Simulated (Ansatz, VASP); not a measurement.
# SiGe3O8 (amorphous 25SiO2-75GeO2 (mol %)): VASP beside Ansatz, part 2 of 2

Wanted: the spread between two codes on one cell, functional and k mesh. The cell is taken from a series of runs on this material, whose earlier steps may have relaxed, scaled, displaced or heated it; both programs get it as it stands.

VASP 6.6.1 and Ansatz 0.2.0.

So far. Step 2 (VASP: single point, PBE, pair 1): The run ends at a pressure of 4.95 GPa, with forces up to 3.1 eV/Å.

## Step 5: VASP: single point, PBE, pair 2

Level of this step: PBE; plane waves and PAW (Si, Ge_d, O) (VASP).

With cell and atoms fixed, the geometry can't cause a difference; cores, projectors, grids and the points listed under the comparison can. The cell compared in this pair holds 1452.55 Å³, against 1505.18 Å³ for the pair before.

The input, INCAR:

```
SYSTEM = SiGe3O8
PREC = Accurate
ENCUT = 600
EDIFF = 1E-06
NELM = 120
ISMEAR = -1
SIGMA = 0.025
LREAL = Auto
ALGO = Normal
GGA = PE
NBANDS = 448
LORBIT = 11
LWAVE = .FALSE.
LCHARG = .FALSE.
ISIF = 2
LASPH = .TRUE.
GGA_COMPAT = .FALSE.
EFERMI = MIDGAP
NCORE = 2
```

The input, POSCAR:

```
SiGe3O8
1.0
   11.6172900000     -0.6600500000     -0.3260800000
   -0.6600500000     10.8781600000     -0.1373200000
   -0.3260800000     -0.1373200000     11.5451400000
Si Ge O
8 24 64
Direct
    0.7237000000      0.8428000000      0.7198500000
    0.1128300000      0.7123800000      0.2384500000
    0.6225900000      0.1732900000      0.2061100000
    0.5119800000      0.6275000000      0.2437100000
    0.3267400000      0.7218300000      0.8557800000
    0.3927100000      0.8867000000      0.4766800000
    0.5354400000      0.6267200000      0.7499100000
    0.6191500000      0.2934700000      0.4621400000
    0.3102300000      0.9332300000      0.2235700000
    0.3585500000      0.2067500000      0.1776100000
    0.8248800000      0.4632800000      0.3952600000
    0.2513900000      0.2955900000      0.9430400000
    0.9206600000      0.0088100000      0.4974300000
    0.8671400000      0.2050400000      0.0680700000
    0.0489300000      0.1342600000      0.7520700000
    0.8981500000      0.7315100000      0.5523500000
    0.7143000000      0.5220900000      0.1250900000
    0.4819000000      0.5044900000      0.4858400000
    0.2383600000      0.6301900000      0.4868600000
    0.6865800000      0.4247200000      0.8609800000
    0.0910500000      0.6151000000      0.7196900000
    0.8794300000      0.7802600000      0.1311800000
    0.2929700000      0.1145600000      0.6049200000
    0.6447600000      0.8906200000      0.1610500000
    0.9104500000      0.9540100000      0.9223800000
    0.6572700000      0.0306700000      0.5503800000
    0.9472200000      0.3672200000      0.8346100000
    0.2610800000      0.3292000000      0.3953100000
    0.2740500000      0.5777100000      0.0907500000
    0.9900300000      0.2446000000      0.3338500000
[... 60 atom lines left out ...]
    0.5925100000      0.8855600000      0.0133100000
    0.1513900000      0.6697200000      0.3697300000
    0.2583500000      0.2394000000      0.5173300000
    0.3737100000      0.9460700000      0.0903700000
    0.1981000000      0.7184700000      0.7943500000
    0.1545200000      0.5593300000      0.5930200000
```

The input, KPOINTS:

```
Automatic mesh
0
Gamma
1 1 1
0 0 0
```

The projector-augmented-wave data sets are Si, Ge_d and O (PBE family, release 64).

Launch:

```
$ mpirun -np 8 vasp_gam
```

Numbers of over 12 decimals in the logs are rounded to 6 here.

What it wrote:

```text
[... set-up lines as in an earlier step ...]
 entering main loop
       N       E                     dE             d eps       ncg     rms          rms(c)
DAV:   1     0.264238000004E+05    0.26424E+05   -0.26230E+05  1160   0.443E+03
DAV:   2     0.600868017864E+04   -0.20415E+05   -0.19201E+05   904   0.131E+03
DAV:   3     0.156215970229E+03   -0.58525E+04   -0.54922E+04   976   0.413E+02
DAV:   4    -0.691920172755E+03   -0.84814E+03   -0.82978E+03  1032   0.180E+02
[...]
DAV:  17    -0.645210869801E+03   -0.60894E-05   -0.12937E-04  1224   0.381E-02    0.796E-03
DAV:  18    -0.645210869483E+03    0.31812E-06   -0.17010E-05  1224   0.229E-02    0.516E-03
DAV:  19    -0.645210869662E+03   -0.17912E-06   -0.61642E-06   840   0.116E-02
   1 F= -.64521087E+03 E0= -.64521087E+03  d E =0.000000E+00
```

From OUTCAR (step 5):

```text
  FREE ENERGIE OF THE ION-ELECTRON SYSTEM (eV)
  ---------------------------------------------------
  free  energy   TOTEN  =      -645.2108696616 eV

  energy  without entropy=     -645.2108696616  energy(sigma->0) =     -645.21086966
```

The run ends at a pressure of -0.39 GPa, with forces up to 0.10 eV/Å.

## Step 6: Ansatz: single point, PBE, pair 2

The same cell, functional, mesh and smearing now go to Ansatz, which takes its cutoff from its data sets.

The cell is taken from a series of runs on this material, whose earlier steps may have relaxed, scaled, displaced or heated it; both programs get it as it stands.

The input, input.yaml:

```yaml
crystal:
  lattice:
    - [11.61729, -0.66005, -0.32608]
    - [-0.66005, 10.87816, -0.13732]
    - [-0.32608, -0.13732, 11.54514]
  atoms:
    - { symbol: Si, position: [0.7237, 0.8428, 0.71985] }
    - { symbol: Si, position: [0.11283, 0.71238, 0.23845] }
    - { symbol: Si, position: [0.62259, 0.17329, 0.20611] }
    - { symbol: Si, position: [0.51198, 0.6275, 0.24371] }
    - { symbol: Si, position: [0.32674, 0.72183, 0.85578] }
    - { symbol: Si, position: [0.39271, 0.8867, 0.47668] }
    - { symbol: Si, position: [0.53544, 0.62672, 0.74991] }
    - { symbol: Si, position: [0.61915, 0.29347, 0.46214] }
    - { symbol: Ge, position: [0.31023, 0.93323, 0.22357] }
    - { symbol: Ge, position: [0.35855, 0.20675, 0.17761] }
    - { symbol: Ge, position: [0.82488, 0.46328, 0.39526] }
    - { symbol: Ge, position: [0.25139, 0.29559, 0.94304] }
    - { symbol: Ge, position: [0.92066, 0.00881, 0.49743] }
    - { symbol: Ge, position: [0.86714, 0.20504, 0.06807] }
    - { symbol: Ge, position: [0.04893, 0.13426, 0.75207] }
    - { symbol: Ge, position: [0.89815, 0.73151, 0.55235] }
    - { symbol: Ge, position: [0.7143, 0.52209, 0.12509] }
    - { symbol: Ge, position: [0.4819, 0.50449, 0.48584] }
    - { symbol: Ge, position: [0.23836, 0.63019, 0.48686] }
    - { symbol: Ge, position: [0.68658, 0.42472, 0.86098] }
    - { symbol: Ge, position: [0.09105, 0.6151, 0.71969] }
    - { symbol: Ge, position: [0.87943, 0.78026, 0.13118] }
    - { symbol: Ge, position: [0.29297, 0.11456, 0.60492] }
    - { symbol: Ge, position: [0.64476, 0.89062, 0.16105] }
    - { symbol: Ge, position: [0.91045, 0.95401, 0.92238] }
    - { symbol: Ge, position: [0.65727, 0.03067, 0.55038] }
    - { symbol: Ge, position: [0.94722, 0.36722, 0.83461] }
    - { symbol: Ge, position: [0.26108, 0.3292, 0.39531] }
    - { symbol: Ge, position: [0.27405, 0.57771, 0.09075] }
    - { symbol: Ge, position: [0.99003, 0.2446, 0.33385] }
[... 60 atom lines left out ...]
    - { symbol: O, position: [0.59251, 0.88556, 0.01331] }
    - { symbol: O, position: [0.15139, 0.66972, 0.36973] }
    - { symbol: O, position: [0.25835, 0.2394, 0.51733] }
    - { symbol: O, position: [0.37371, 0.94607, 0.09037] }
    - { symbol: O, position: [0.1981, 0.71847, 0.79435] }
    - { symbol: O, position: [0.15452, 0.55933, 0.59302] }
kpoints:
  mp_grid: { grid: [1, 1, 1] }
hamiltonian:
  xc: pbe
scf:
  occupations: { method: fermi_dirac, width: 0.025 }
output:
  forces: true
  stress: true
  populations: true
  dos:
    method: { smearing: { sigma: 0.08 } }
    de: 0.05
    projected: { site_lists: { Ge: [Ge], O: [O], Si: [Si] } }
  eigenvalues: true
  write_density: true
  write_potential: true
  volumetric_format: npy
```

Launch:

```
$ ansatz run input.yaml --threads 4 --pin off --max-ram 8192MiB --backend cpu --events-out ev --progress --plain --runs-dir out
```

What it wrote:

```text
[...]
Crystal: 96 atoms, lattice volume = 1452.549 Å³
Basis set: ecut = 420 eV, 28405 PW (Γ), exchange–correlation on 160×150×160 points (8 copies of the dense FFT grid, shifted against one another)
Bands: 472, of which v1, the nominal top of the filled ones, is band 376 counted from 1 (375 counted from 0)
Symmetry: 1 space group operations
[...]
k-points: 1
[...]
--- Löwdin populations: 96 sites ---
  site symbol       q [e]
     0     Si      2.2424
     1     Si      2.2405
     2     Si      2.2530
     3     Si      2.2549
     4     Si      2.2322
     5     Si      2.2483
     6     Si      2.2131
     7     Si      2.2431
[...]
92      O      6.7323
    93      O      6.7636
    94      O      6.7571
    95      O      6.7272
  spilling = 0.006693 (of n_electrons = 752.000000)
[key lines of the parts left out:]
SCF converged after 9 iterations
Free energy (F): -144498.226022 eV
Fermi energy:    4.140527 eV
P = ⅓ Tr σ = 0.0111 GPa (0.111 kbar)
```

## Step 7: Differences

What differs besides the data sets and the points named for the pairs above, as far as they apply: the cutoff is 420 eV in Ansatz and 600 eV in VASP (PREC = Accurate, projectors in real space). Total energies have different zeros and are not compared.

Both answers:

| quantity | Ansatz | VASP | difference |
| --- | --- | --- | --- |
| pressure (GPa) | 0.01 | -0.39 | +0.40 |
| gap on the k mesh (eV) | 2.599 | 2.573 | +0.026 |

Forces on 7 of the 96 atoms, those with the largest forces and the largest differences (eV/Å; atoms numbered as in POSCAR):

| atom | Ansatz x, y, z | VASP x, y, z |
| --- | --- | --- |
| Ge18 | 0.009, 0.004, -0.002 | 0.074, 0.045, 0.055 |
| O47 | 0.006, -0.002, 0.003 | 0.051, 0.043, 0.048 |
| O49 | 0.001, 0.004, 0.005 | 0.060, 0.050, 0.022 |
| O57 | 0.003, 0.004, 0.010 | 0.048, 0.069, -0.045 |
| O77 | -0.003, -0.003, -0.004 | -0.039, -0.025, -0.092 |
| O87 | 0.007, 0.000, 0.005 | 0.057, -0.072, 0.019 |
| O95 | 0.001, -0.001, 0.003 | -0.054, -0.052, -0.036 |

The forces differ by 29 meV/Å r.m.s., where the r.m.s. force is 0.005 eV/Å in Ansatz and 0.029 eV/Å in VASP: the atoms lie near their places of rest in Ansatz, so a percentage would say little (all taken over all components). A gap on the mesh is an upper bound, since the band edges may lie between its points.

## Step 8: Outcome

```
r.m.s. force difference (single point, PBE, pair 1) : 5.3 % of the r.m.s. force
r.m.s. force difference (single point, PBE, pair 2) : 29 meV/Å
```

What this shows: The r.m.s. force difference is 29 meV/Å (single point, PBE, pair 2), beyond the 12 meV/Å picked in this series as the mark of a large difference. What causes the difference of the single point, PBE, pair 1 pair stays open here. What causes the difference of the single point, PBE, pair 2 pair stays open here. How closely two codes agree says nothing of how well the functional describes the real material.

[Lines on the potential files, build, host, timing and source positions are cut from VASP's logs without a mark.]

[Logs are printed without paths, hosts, clocks, repeated set-up lines and the standing remarks that a program may print on its own settings, such as how far it seeks lower states.]

[Hosts, paths, dates, database ids (printed as entryN), source tags and the programs' standing remarks are cut or masked in the printed files.]
